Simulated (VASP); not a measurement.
Wanted: the native input for a VASP 6.6.1 run.

| Item | Value |
| --- | --- |
| Task | single point |
| Functional | PBEsol |
| Potentials or basis | VASP PAW PBE potentials, release 64 (Cu, Si, C) |
| Cutoff | 450 eV |
| k mesh | 2 × 3 × 3 |
| Occupations | gaussian, width 0.03 eV |
| Spin | collinear spin, ferromagnetic start |
| Starting moments | [1.0, 0.0, 0.0, 0.0, 0.0, 0.0, 0.0, 0.0, 0.0, 0.0, 0.0, 0.0, 0.0, 0.0, 0.0, 0.0, 0.0, 0.0, 0.0, 0.0, 0.0, 0.0, 0.0, 0.0] μB |
| Fixed moment | 1 μB |
| Hubbard terms | Cu d U = 7 eV |
| Dq | 0 |
| Further INCAR settings | LREAL = Auto; ALGO = Normal; EDIFF = 1e-05; ISYM = 0 |

The structure of CuSi11C12 (a cell with a defect) lies in POSCAR:

```
CuSi11C12                               
1.0
    0.0000000000      6.5370000000      6.5370000000
    4.3580000000      0.0000000000      4.3580000000
    4.3580000000      4.3580000000      0.0000000000
  Cu              Si              C             
     1    11    12
Direct
     0.0010259405190179    0.0002635976653580    0.0005487889729573
     0.9983194789176578    0.9983794761111556    0.5030702982315673
     0.9984279086407098    0.5028448412909272    0.9986047435786952
     0.9978623534199882    0.5027577864670616    0.5032727274726236
     0.3345063814186682    0.0006761861632530    0.0004782034862862
     0.3354484122086457    0.9997205318554142    0.4995884091942953
     0.3355315986346216    0.4996058210089637    0.9996923705793832
     0.3332025211381286    0.5010521481491432    0.5007056972545173
     0.6712700747212040    0.9984476225139411    0.9982951218597574
     0.6669656249014730    0.0004676606372447    0.5011235978150704
     0.6669648722145709    0.5010065759837815    0.0006098494833766
     0.6675551292828948    0.5001996310988449    0.4999822356131100
     0.0880063836022711    0.1325520573037952    0.1328047538449071
     0.0886465126688370    0.1316592903971709    0.6047501592937111
     0.0886537298821918    0.6045364356364062    0.1320737222494724
     0.0834474105991451    0.6254700641481443    0.6257345722592965
     0.4217091057997019    0.1233525418470156    0.1232828931617343
     0.4157003595852645    0.1266173402784616    0.6269520954353480
     0.4157664934255848    0.6271681578552548    0.1263055205422830
     0.4175512114987539    0.6251049373080482    0.6249863469859728
     0.7365681870489843    0.1329408600199745    0.1331324220283058
     0.7503309348041727    0.1257010076720589    0.6249500817619419
     0.7503660342283157    0.6249899397793778    0.1255038127763557
     0.7491133408392110    0.6262504888092142    0.6263555761190133
```

These files were run (other wordings do the same):

INCAR

```
PREC = Accurate ; ENCUT = 450
EDIFF = 1E-5 ; ISMEAR = 0
SIGMA = 0.03 ; LREAL = Auto
LASPH = True ; NELM = 120
ALGO = Normal ; ISIF = 2
LWAVE = False ; LCHARG = False
ISPIN = 2 ; MAGMOM = 1 0 0 0 0 0 0 0 0 0 0 0 0 0 0 0 0 0 0 0 0 0 0 0
LORBIT = 11 ; NUPDOWN = 1
LMAXMIX = 4 ; LDAU = True
LDAUTYPE = 2 ; LDAUL = 2 -1 -1
LDAUU = 7 0 0 ; LDAUJ = 0 0 0
LDAUPRINT = 1 ; GGA = PS
ISYM = 0 ; KPAR = 4
```

KPOINTS

```
regular mesh
0
Gamma
  2 3 3
```

Potentials or basis: VASP PAW PBE potentials, release 64 (Cu, Si, C).

Command:

```console
$ cat potpaw_PBE.64/Cu/POTCAR potpaw_PBE.64/Si/POTCAR potpaw_PBE.64/C/POTCAR > POTCAR
$ mpirun -np 4 vasp_std > vasp.out
```

It gave:

| Item | Value |
| --- | --- |
| Largest force | 0.038 eV/Å |
| Net moment | 1.00 μB per cell |
| Site moments | Cu +0.18; Si +0.00, -0.00, +0.01; C +0.04, +0.06, +0.00, +0.02, +0.16, +0.01 μB |
| Valence electrons inside the program's atomic spheres | Cu 10.31; Si 1.70, 1.69, 1.68; C 2.47, 2.46, 2.54, 2.52, 2.53, 2.49 |

Caveat: the k mesh is coarse (spacing up to 0.42 Å⁻¹), so the values aren't converged; the PAW data sets were made with another functional, which shifts forces and pressure a little; the total moment is fixed, so each spin has its own Fermi level; the U is typed as a test and isn't derived for this compound.

Wall time 3.5 min on 4 MPI ranks on Intel(R) Xeon(R) Platinum 8488C (Sapphire Rapids) (shared host), peak memory 0.58 GiB a rank.
